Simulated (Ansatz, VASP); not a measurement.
## Ba2Tl5V3O12: VASP beside Ansatz

File INCAR:

```
PREC = Accurate ; ENCUT = 520
EDIFF = 1E-7 ; ISMEAR = -1
SIGMA = 0.05 ; LREAL = F
LASPH = T ; NELM = 100
ALGO = Normal ; ISIF = 2
LWAVE = F ; LCHARG = F
ISPIN = 2 ; MAGMOM = 0 0 2 2 2 0 0 0 0 0 0 0 0 0 0 0 0 0 0 0 0 0
LORBIT = 11 ; LMAXMIX = 4
GGA = PE ; NBANDS = 119
KPAR = 4
```

File KPOINTS:

```
Automatic mesh
0
Gamma
  4 4 4
```

POSCAR

```
Ba2Tl5V3O12
1.0
    8.2615145422      0.0000000000      0.0000000000
   -4.1307623369      7.1546885515      0.0000000000
    0.0000000000      0.0000000000      7.0123599185
Ba V Tl O
2 3 5 12
Direct
    0.0000000000      0.0000000000      0.2355200000
    0.0000000000      0.0000000000      0.7644800000
    0.5000000000      0.0000000000      0.0000000000
    0.0000000000      0.5000000000      0.0000000000
    0.5000000000      0.5000000000      0.0000000000
    0.5000000000      0.0000000000      0.5000000000
    0.0000000000      0.5000000000      0.5000000000
    0.5000000000      0.5000000000      0.5000000000
    0.3333300000      0.6666700000      0.2248900000
    0.6666700000      0.3333300000      0.7751100000
    0.3389000000      0.3433400000      0.8144400000
    0.6566600000      0.9955600000      0.8144400000
    0.0044400000      0.6611000000      0.8144400000
    0.3433400000      0.3389000000      0.1855600000
    0.9955600000      0.6566600000      0.1855600000
    0.6611000000      0.0044400000      0.1855600000
    0.6611000000      0.6566600000      0.1855600000
    0.3433400000      0.0044400000      0.1855600000
    0.9955600000      0.3389000000      0.1855600000
    0.6566600000      0.6611000000      0.8144400000
    0.0044400000      0.3433400000      0.8144400000
    0.3389000000      0.9955600000      0.8144400000
```

The input input.yaml:

```yaml
crystal:
  lattice:
    - [8.2615145422, 0.0, 0.0]
    - [-4.1307623369, 7.1546885515, 0.0]
    - [0.0, 0.0, 7.0123599185]
  atoms:
    - { symbol: Ba, position: [0.0, 0.0, 0.23552] }
    - { symbol: Ba, position: [0.0, 0.0, 0.76448] }
    - { symbol: V, position: [0.5, 0.0, 0.0], spin: 2.0 }
    - { symbol: V, position: [0.0, 0.5, 0.0], spin: 2.0 }
    - { symbol: V, position: [0.5, 0.5, 0.0], spin: 2.0 }
    - { symbol: Tl, position: [0.5, 0.0, 0.5] }
    - { symbol: Tl, position: [0.0, 0.5, 0.5] }
    - { symbol: Tl, position: [0.5, 0.5, 0.5] }
    - { symbol: Tl, position: [0.33333, 0.66667, 0.22489] }
    - { symbol: Tl, position: [0.66667, 0.33333, 0.77511] }
    - { symbol: O, position: [0.3389, 0.34334, 0.81444] }
    - { symbol: O, position: [0.65666, 0.99556, 0.81444] }
    - { symbol: O, position: [0.00444, 0.6611, 0.81444] }
    - { symbol: O, position: [0.34334, 0.3389, 0.18556] }
    - { symbol: O, position: [0.99556, 0.65666, 0.18556] }
    - { symbol: O, position: [0.6611, 0.00444, 0.18556] }
    - { symbol: O, position: [0.6611, 0.65666, 0.18556] }
    - { symbol: O, position: [0.34334, 0.00444, 0.18556] }
    - { symbol: O, position: [0.99556, 0.3389, 0.18556] }
    - { symbol: O, position: [0.65666, 0.6611, 0.81444] }
    - { symbol: O, position: [0.00444, 0.34334, 0.81444] }
    - { symbol: O, position: [0.3389, 0.99556, 0.81444] }
hamiltonian:
  xc: pbe
  pseudopotentials: { kind: paw }
magnetization:
  spin_polarized: true
kpoints:
  mp_grid: { grid: [4, 4, 4] }
scf:
  occupations: { method: fermi_dirac, width: 0.05 }
output:
  forces: true
  stress: true
  eigenvalues: true
```

Change from the starting cell: volume scaled by 1.04.

Alike in both runs: task single point; functional PBE; k mesh 4 × 4 × 4; occupations fermi-dirac, width 0.05 eV; collinear spin, ferromagnetic start.

```csv
,VASP,Ansatz
version,VASP 6.6.1,Ansatz 0.2.0
potentials or method,"VASP PAW PBE potentials, release 64 (Ba_sv, V_sv, Tl_d, O)",Ansatz PAW
plane-wave cutoff (eV),520,420
valence electrons in the cell,196,196
```

VASP gave:

- gap on the k mesh at the Fermi level (eV): none
- pressure (GPa): -2.5
- largest component of the traceless stress (GPa): 0.31
- rms of the force components (eV/Å): 0.216
- net moment per atom (μB): 0.00

Problem. Which values does Ansatz return?

Solution. gap on the k mesh at the Fermi level (eV): none; pressure (GPa): -3.0; largest component of the traceless stress (GPa): 0.29; rms of the force components (eV/Å): 0.237; net moment per atom (μB): 0.00.

Atom by atom the forces differ by 0.029 eV/Å (rms over components). A gap of «none» marks a metal or a gap that the smearing closes. With one functional, cell and mesh, what is left measures potentials, basis and numerics.

Caveats: semilocal functionals often make such compounds metallic where correlation or magnetic order opens a gap, which also shifts bond lengths; the pressure holds a Pulay correction of +0.4 GPa for the finite cutoff (Ansatz); the starting moments weren't kept (Ansatz). The runs have no spin-orbit coupling, so splittings on Ba, Tl are missing.
